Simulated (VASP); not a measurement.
Output of a VASP run:

**OSZICAR**
```
       N       E                     dE             d eps       ncg     rms          rms(c)
DAV:   1     0.204205865152E+03    0.20421E+03   -0.15723E+04   696   0.155E+03
DAV:   2    -0.412174044590E+01   -0.20833E+03   -0.20246E+03   785   0.386E+02
DAV:   3    -0.129745236474E+02   -0.88528E+01   -0.88327E+01   751   0.892E+01
DAV:   4    -0.130239743564E+02   -0.49451E-01   -0.49441E-01   759   0.653E+00
DAV:   5    -0.130241325262E+02   -0.15817E-03   -0.15817E-03   727   0.341E-01    0.973E+00
DAV:   6    -0.115892493557E+02    0.14349E+01   -0.42947E+00   896   0.414E+01    0.747E+00
DAV:   7    -0.116133288850E+02   -0.24080E-01   -0.71093E-01   683   0.881E+00    0.441E+00
DAV:   8    -0.116021143865E+02    0.11214E-01   -0.15959E-01   745   0.405E+00    0.710E-01
DAV:   9    -0.115926359450E+02    0.94784E-02   -0.38275E-02   856   0.249E+00    0.106E-01
DAV:  10    -0.115931169660E+02   -0.48102E-03   -0.34910E-03   702   0.657E-01    0.982E-02
DAV:  11    -0.115932089357E+02   -0.91970E-04   -0.12785E-04   738   0.157E-01    0.480E-02
DAV:  12    -0.115932396497E+02   -0.30714E-04   -0.11819E-04   710   0.991E-02    0.157E-02
DAV:  13    -0.115932428089E+02   -0.31592E-05   -0.67839E-06   751   0.280E-02    0.287E-03
DAV:  14    -0.115932431158E+02   -0.30689E-06   -0.69646E-07   548   0.561E-03
   1 F= -.11593243E+02 E0= -.11593243E+02  d E =-.115932E+02
       N       E                     dE             d eps       ncg     rms          rms(c)
DAV:   1    -0.115996835751E+02   -0.64408E-02   -0.13403E-01   685   0.449E+00    0.613E-01
DAV:   2    -0.115938600651E+02    0.58235E-02   -0.21542E-02   688   0.144E+00    0.139E-01
DAV:   3    -0.115934451757E+02    0.41489E-03   -0.10197E-03   680   0.635E-01    0.142E-01
DAV:   4    -0.115933861586E+02    0.59017E-04   -0.15343E-04   697   0.158E-01    0.968E-02
DAV:   5    -0.115933691723E+02    0.16986E-04   -0.34641E-05   709   0.763E-02    0.116E-02
DAV:   6    -0.115933673812E+02    0.17911E-05   -0.72053E-06   772   0.547E-02    0.217E-03
DAV:   7    -0.115933673386E+02    0.42562E-07   -0.76727E-07   437   0.934E-03
   2 F= -.11593367E+02 E0= -.11593367E+02  d E =-.124223E-03
```

**OUTCAR**
```
------------------------ aborting loop because EDIFF is reached ----------------------------------------
  FORCE on cell =-STRESS in cart. coord.  units (eV):
  Direction    XX          YY          ZZ          XY          YZ          ZX
  --------------------------------------------------------------------------------------
  Total       -0.0414487     -0.0414487     -0.0414487      0.0000000      0.0000000      0.0000000
  in kB       -1.6883057     -1.6883057     -1.6883057      0.0000000      0.0000000      0.0000000
  external PRESSURE =      -1.6883057 kB  Pullay stress =       0.0000000 kB
  volume of cell :       39.33
      direct lattice vectors                 reciprocal lattice vectors
    -0.000000000  2.699273733  2.699273733    -0.185235011  0.185235011  0.185235011
     2.699273733 -0.000000000  2.699273733     0.185235011 -0.185235011  0.185235011
     2.699273733  2.699273733  0.000000000     0.185235011  0.185235011 -0.185235011
 POSITION                                       TOTAL-FORCE (eV/Angst)
 -----------------------------------------------------------------------------------
     -0.00000      2.69927      2.69927        -0.000000      0.000000     -0.000000
      1.34964      1.34964      1.34964         0.000000     -0.000000      0.000000
      4.04891      4.04891      4.04891         0.000000     -0.000000     -0.000000
 -----------------------------------------------------------------------------------
    total drift:                               -0.000000     -0.000000      0.000000
  FREE ENERGIE OF THE ION-ELECTRON SYSTEM (eV)
  ---------------------------------------------------
  free  energy   TOTEN  =       -11.5933673386 eV

  energy  without entropy=      -11.5933673386  energy(sigma->0) =      -11.59336734

 reached required accuracy - stopping structural energy minimisation
```
(Selected blocks of OUTCAR.)

POSCAR:
```
CdF2
1
    0.0000000000     2.6950000000     2.6950000000
    2.6950000000     0.0000000000     2.6950000000
    2.6950000000     2.6950000000     0.0000000000
Cd F
1 2
Direct
  0.0000000000   0.0000000000   0.0000000000
  0.2500000000   0.2500000000   0.2500000000
  0.7500000000   0.7500000000   0.7500000000
```

Problem. Write an INCAR and KPOINTS that could have produced this output.

Solution. One answer among several that fit: the input of the run itself, PBEsol GGA, plane waves, VASP's PBE PAW potentials (set 64).

**INCAR**
```
ALGO = Normal
EDIFF = 1E-6
EDIFFG = -0.02
ENCUT = 520
GGA = PS
IBRION = 2
ISIF = 3
ISMEAR = 0
LASPH = .True.
LCHARG = .False.
LMAXMIX = 4
LREAL = .False.
LWAVE = .False.
NELM = 100
NSW = 60
PREC = Accurate
SIGMA = 0.05
SYSTEM = CdF2
```

KPOINTS:
```
Automatic mesh
0
Gamma
7 7 7
0 0 0
```

POTCAR, in this order: Cd F (PBE.64 set). Program: vasp_std.

The compound is CdF2 in the fluorite structure. This run relaxes it. Symmetry was kept, so distortions that lower it aren't found. The start is the result of an earlier pass.
